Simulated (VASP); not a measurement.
# NbWS4 (P-6m2) in VASP: single point with r2SCAN

Aim: the single point of NbWS4 with r2SCAN.

Program: VASP 6.6.1. These are calculated values, not measurements. Logs are shortened: lines on timing, memory, paths and dates and some standing lists are left out, and cuts for length are marked.

## (1) The crystal as given

Symmetry: P-6m2, No. 187, hexagonal system. Conventional cell: a = 3.264 Å, b = 3.264 Å, c = 13.588 Å, α = 90.00°, β = 90.00°, γ = 120.00°. Around Nb (site symmetry -6m2) lie 6 S at 2.46 Å. Around W (site symmetry -6m2) lie 6 S at 2.44 Å. Around S (site symmetry 3m) lie 3 Nb at 2.46 Å. Around S (site symmetry 3m) lie 3 W at 2.44 Å.

The cell was built by a generator and needn't be a form met in nature.

## (2) Single point, r2SCAN

File INCAR:

```
  PREC = Accurate
  ENCUT = 520
  EDIFF = 1E-6
  ISMEAR = 0
  SIGMA = 0.1
  LREAL = F
  LASPH = T
  NELM = 150
  ALGO = Normal
  ISIF = 2
  LWAVE = F
  LCHARG = F
  METAGGA = R2SCAN
  LMIXTAU = T
  NBANDS = 34
  KPAR = 2
```

File KPOINTS:

```
Automatic mesh
0
Gamma
  10 10 4
```

File POSCAR:

```
NbWS4
1.0
    3.2635670000      0.0000000000      0.0000000000
   -1.6317830000      2.8263320000      0.0000000000
    0.0000000000      0.0000000000     13.5877700000
Nb W S
1 1 4
Direct
    0.0000000000      0.0000000000      0.0000000000
    0.3333330000      0.6666670000      0.5000000000
    0.3333330000      0.6666670000      0.1169620000
    0.3333330000      0.6666670000      0.8830380000
    0.0000000000      0.0000000000      0.3864090000
    0.0000000000      0.0000000000      0.6135910000
```

Potentials or basis: VASP PAW PBE potentials, release 64 (Nb_sv, W_sv, S).

On the command line:

```bash
$ cat potpaw_PBE.64/Nb_sv/POTCAR potpaw_PBE.64/W_sv/POTCAR potpaw_PBE.64/S/POTCAR > POTCAR
$ mpirun -np 2 vasp_std > vasp.out
```

OUTCAR:

```text
PREC = Accurate
   ENCUT = 520
   EDIFF = 1E-6
   ISMEAR = 0
   LREAL = F
   LASPH = T
   NELM = 150
   ISIF = 2
   METAGGA = R2SCAN

 ion  position               nearest neighbor table
   1  0.000  0.000  0.000-   3 2.46   4 2.46   3 2.46   4 2.46   3 2.46   4 2.46
   2  0.333  0.667  0.500-   5 2.44   6 2.44   5 2.44   6 2.44   5 2.44   6 2.44
   3  0.333  0.667  0.117-   1 2.46   1 2.46   1 2.46
   4  0.333  0.667  0.883-   1 2.46   1 2.46   1 2.46
   5  0.000  0.000  0.386-   2 2.44   2 2.44   2 2.44
   6  0.000  0.000  0.614-   2 2.44   2 2.44   2 2.44

  LATTYP: Found a hexagonal cell.
 ALAT       =     3.2635670000
 C/A-ratio  =     4.1634720537

  Lattice vectors:

 A1 = (   3.2635670000,   0.0000000000,   0.0000000000)
 A2 = (  -1.6317830000,   2.8263320000,   0.0000000000)
 A3 = (   0.0000000000,   0.0000000000,  13.5877700000)

Analysis of symmetry for initial positions (statically):
=====================================================================
 Subroutine PRICEL returns:
 Original cell was already a primitive cell.

 Routine SETGRP: Setting up the symmetry group for a
 hexagonal supercell.

 Subroutine GETGRP returns: Found 12 space group operations
 (whereof 12 operations were pure point group operations)
 out of a pool of 24 trial point group operations.

The static configuration has the point symmetry D_3h.

Analysis of symmetry for dynamics (positions and initial velocities):
=====================================================================
 Subroutine PRICEL returns:
 Original cell was already a primitive cell.

 Routine SETGRP: Setting up the symmetry group for a
 hexagonal supercell.

 Subroutine GETGRP returns: Found 12 space group operations
 (whereof 12 operations were pure point group operations)
 out of a pool of 24 trial point group operations.

The dynamic configuration has the point symmetry D_3h.

 Subroutine INISYM returns: Found 12 space group operations
 (whereof 12 operations are pure point group operations),
 and found     1 'primitive' translations

----------------------------------------------------------------------------------------

                                     Primitive cell

  volume of cell :     125.3326

  direct lattice vectors                    reciprocal lattice vectors
     3.263567000  0.000000000  0.000000000     0.306413198  0.176907683  0.000000000
    -1.631783000  2.826332000  0.000000000     0.000000000  0.353815475  0.000000000
     0.000000000  0.000000000 13.587770000     0.000000000  0.000000000  0.073595594

  length of vectors
     3.263567000  3.263566812 13.587770000     0.353815455  0.353815475  0.073595594

  position of ions in fractional coordinates (direct lattice)
     0.000000000  0.000000000  0.000000000
     0.333333000  0.666667000  0.500000000
     0.333333000  0.666667000  0.116962000
     0.333333000  0.666667000  0.883038000
     0.000000000  0.000000000  0.386409000
     0.000000000  0.000000000  0.613591000

  ion indices of the primitive-cell ions
   primitive index   ion index
                 1           1
                 2           2
                 3           3
                 4           4
                 5           5
                 6           6

----------------------------------------------------------------------------------------

 KPOINTS: Automatic mesh

Automatic generation of k-mesh.
 Grid dimensions read from file:
 generate k-points for:   10   10    4

 Generating k-lattice:

  Cartesian coordinates                     Fractional coordinates (reciprocal lattice)
     0.030641320  0.017690768  0.000000000     0.100000000  0.000000000  0.000000000
     0.000000000  0.035381548  0.000000000     0.000000000  0.100000000  0.000000000
     0.000000000  0.000000000  0.018398898     0.000000000  0.000000000  0.250000000

  Length of vectors
     0.035381545  0.035381548  0.018398898

  Shift w.r.t. Gamma in fractional coordinates (k-lattice)
     0.000000000  0.000000000  0.000000000

 Subroutine IBZKPT returns following result:
 ===========================================

 Found     42 irreducible k-points:

 Following reciprocal coordinates:
            Coordinates               Weight
  0.000000  0.000000  0.000000      1.000000
  0.100000  0.000000  0.000000      6.000000
  0.200000  0.000000  0.000000      6.000000
  0.300000  0.000000  0.000000      6.000000
  0.400000  0.000000  0.000000      6.000000
  0.500000  0.000000  0.000000      3.000000
[... 16 lines left out ...]
  0.300000  0.100000  0.250000     24.000000
  0.400000  0.100000  0.250000     24.000000
 [... further k-points ...]
   k-points           NKPTS =     42   k-points in BZ     NKDIM =     42   number of bands    NBANDS=     34
   number of dos      NEDOS =    301   number of ions     NIONS =      6
   total plane-waves  NPLWV =  62208
   dimension x,y,z NGX =    24 NGY =   24 NGZ =  108
   dimension x,y,z NGXF=    48 NGYF=   48 NGZF=  216
   ions per type =               1   1   4
   NGX,Y,Z   is equivalent  to a cutoff of  12.23, 12.23, 13.21 a.u.
   NGXF,Y,Z  is equivalent  to a cutoff of  24.45, 24.45, 26.43 a.u.
 SYSTEM =  unknown system
   PREC   = accura    normal or accurate (medium, high low for compatibility)
   ISTART =      0    job   : 0-new  1-cont  2-samecut
   ICHARG =      2    charge: 1-file 2-atom 10-const
   ISPIN  =      1    spin polarized calculation?
   LNONCOLLINEAR =      F non collinear calculations
   LSORBIT =      F    spin-orbit coupling
   LASPH  =      T    aspherical Exc in radial PAW
   ENCUT  =  520.0 eV  38.22 Ry    6.18 a.u.   6.07  6.07 25.26*2*pi/ulx,y,z
   NELM   =    150;   NELMIN=  2; NELMDL= -5     # of ELM steps
   EDIFF  = 0.1E-05   stopping-criterion for ELM
   LREAL  =      F    real-space projection
   EDIFFG = 0.1E-04   stopping-criterion for IOM
   NSW    =      0    number of steps for IOM
   IBRION =     -1    ionic relax: 0-MD 1-quasi-New 2-CG
   NFREE  =      0    steps in history (QN), initial steepest desc. (CG)
   ISIF   =      2    stress and relaxation
   ISYM   =      2    0-nonsym 1-usesym 2-fastsym
   POTIM  = 0.5000    time-step for ionic-motion
   TEBEG  =    0.0;   TEEND  =   0.0 temperature during run
   PSTRESS=    0.0 pullay stress
   NELECT =      51.0000    total number of electrons
   NUPDOWN=      -1.0000    fix difference up-down
   EMIN   =  10.00;   EMAX   =-10.00  energy-range for DOS
   EFERMI =   0.00;   METHOD = LEGACY
   ISMEAR =     0;   SIGMA  =   0.10  broadening in eV -4-tet -1-fermi 0-gaus
   EFERMI_NEDOS =   21; number of points for ismear=-14 and -15
   IALGO  =     38    algorithm
   IMIX   =      4    mixing-type and parameters
     AMIX     =   0.40;   BMIX     =  1.00
     AMIX_MAG =   1.60;   BMIX_MAG =  1.00
  volume/ion in A,a.u.               =      20.89       140.96
  Fermi-wavevector in a.u.,A,eV,Ry     =   1.213138  2.292499 20.023751  1.471704
  Thomas-Fermi vector in A             =   2.348600
   LORBIT       =      0    0 simple, 1 ext, 2 COOP (PROOUT), +10 PAW based schemes
   METAGGA = R2SCAN    functional components
   LHFCALC =     F    Hartree Fock is set to
   AEXX    =    0.0000 exact exchange contribution
   IVDW    =     0    specifies the selected vdW correction
   LEPSILON=     F    determine dielectric tensor
   LRPA    =     F    only Hartree local field effects (RPA)
 non-spin polarized calculation
 Gauss-broadening in eV      SIGMA  =   0.10
  energy-cutoff  :      520.00
  volume of cell :      125.33
 maximum number of plane-waves:      3422
   NGX = 13   NGY = 13   NGZ = 51

 number of electron      51.0000001 magnetization

 Free energy of the ion-electron system (eV)
  ---------------------------------------------------
  ext. energy  EPLUGINS =         0.00000000
  ---------------------------------------------------
  free energy    TOTEN  =      -114.41298707 eV

  energy without entropy =     -114.39656591  energy(sigma->0) =     -114.40477649

 E-fermi :   5.1607     XC(G=0): -10.5023

 val. band max:        5.1555439347   @ k =   0.4000   0.1000   0.5000
 cond. band min:       5.1836822114   @ k =   0.0000   0.0000   0.2500
 fundamental gap:      0.0281382767
 Fermi energy:         5.1607198327

 k-point     1 :       0.0000    0.0000    0.0000
  band No.  band energies     occupation
      1     -71.2108      2.00000
      2     -51.5901      2.00000
      3     -34.7391      2.00000
      4     -34.6571      2.00000
      5     -34.6571      2.00000
      6     -26.9970      2.00000
[... 26 lines left out ...]
     33       8.5600      0.00000
     34       8.5600      0.00000

 k-point     2 :       0.1000    0.0000    0.0000
  band No.  band energies     occupation
      1     -71.2096      2.00000
      2     -51.5854      2.00000
      3     -34.7343      2.00000
      4     -34.6835      2.00000
      5     -34.6632      2.00000
      6     -26.9866      2.00000
[... 26 lines left out ...]
     33       8.4465      0.00000
     34       8.7263      0.00000

 k-point     3 :       0.2000    0.0000    0.0000
  band No.  band energies     occupation
      1     -71.2063      2.00000
      2     -51.5728      2.00000
      3     -34.7521      2.00000
      4     -34.7218      2.00000
      5     -34.6794      2.00000
      6     -26.9594      2.00000
[... 26 lines left out ...]
     33       8.6848      0.00000
     34       9.3132      0.00000
[... 704 lines left out ...]
 k-point    23 :       0.3000    0.1000    0.2500
  band No.  band energies     occupation
      1     -71.1999      2.00000
      2     -51.5485      2.00000
      3     -34.8710      2.00000
      4     -34.7217      2.00000
      5     -34.6976      2.00000
      6     -27.1425      2.00000
[... 26 lines left out ...]
     33       9.6544      0.00000
     34      10.1849      0.00000

 k-point    24 :       0.4000    0.1000    0.2500
  band No.  band energies     occupation
      1     -71.1977      2.00000
      2     -51.5397      2.00000
      3     -34.9140      2.00000
      4     -34.7357      2.00000
      5     -34.6888      2.00000
      6     -27.2183      2.00000
[... 26 lines left out ...]
     33       9.7337      0.00000
     34      10.0909      0.00000

 [... further k-points ...]
[... 5 lines left out ...]
  --------------------------------------------------------------------------------------
  -------------------------------------------------------------------------------------
  Total       -0.4919190     -0.4919190     -1.6896311     -0.0000001      0.0000000     -0.0000000
  in kB       -6.2884018     -6.2884021    -21.5992458     -0.0000011      0.0000000     -0.0000000
  external PRESSURE =     -11.3920166 kB  Pullay stress =       0.0000000 kB

 VOLUME and BASIS-vectors are now :
 -----------------------------------------------------------------------------
  energy-cutoff  :      520.00
  volume of cell :      125.33
      direct lattice vectors                 reciprocal lattice vectors
     3.263567000  0.000000000  0.000000000     0.306413198  0.176907683  0.000000000
    -1.631783000  2.826332000  0.000000000     0.000000000  0.353815475  0.000000000
     0.000000000  0.000000000 13.587770000     0.000000000  0.000000000  0.073595594

 POSITION                                       TOTAL-FORCE (eV/Angst)
 -----------------------------------------------------------------------------------
      0.00000      0.00000      0.00000        -0.000000      0.000000     -0.000000
     -0.00000      1.88422      6.79389         0.000000      0.000000     -0.000000
     -0.00000      1.88422      1.58925        -0.000000     -0.000000     -0.152326
     -0.00000      1.88422     11.99852         0.000000      0.000000      0.152326
      0.00000      0.00000      5.25044         0.000000      0.000000      0.198939
      0.00000      0.00000      8.33733         0.000000      0.000000     -0.198939
 -----------------------------------------------------------------------------------
    total drift:                                0.003416     -0.001970      0.000000

  FREE ENERGIE OF THE ION-ELECTRON SYSTEM (eV)
  ---------------------------------------------------
  free  energy   TOTEN  =      -114.4129870690 eV

  energy  without entropy=     -114.3965659073  energy(sigma->0) =     -114.40477649
```

Wall time 4.3 min (2 MPI ranks of Intel Xeon 6975P-C (Granite Rapids), shared host); peak memory 0.35 GiB.

What came out:

```yaml
Free_energy: -114.4130 eV
Pressure: -1.1 GPa
Largest_force: 0.199 eV/Å
Band_gap_on_the_k_mesh: none (metal or under the smearing width)
```

Forces in eV/Å, atoms in the order of the input:
```
Nb   0.000  0.000  0.000
W    0.000  0.000  0.000
S    0.000  0.000 -0.152
S    0.000  0.000  0.152
S    0.000  0.000  0.199
S    0.000  0.000 -0.199
```

Levels at points of the mesh, in eV from the Fermi level:
| k point | band 23 | band 24 | band 25 | band 26 | band 27 | band 28 |
| --- | --- | --- | --- | --- | --- | --- |
| (0.00, 0.00, 0.00) | -1.25 | -1.25 | -0.09 | 0.93 | 2.61 | 2.61 |
| (0.50, 0.00, 0.00) | -1.82 | -1.15 | -1.03 | -0.14 | 2.39 | 2.84 |
| (0.00, 0.00, 0.50) | -1.25 | -1.25 | 0.13 | 0.88 | 2.61 | 2.61 |
| (0.50, 0.00, 0.50) | -1.83 | -1.15 | -1.03 | -0.14 | 2.39 | 2.85 |

Caveat: the PAW data sets were made with another functional, which shifts forces and pressure a little.
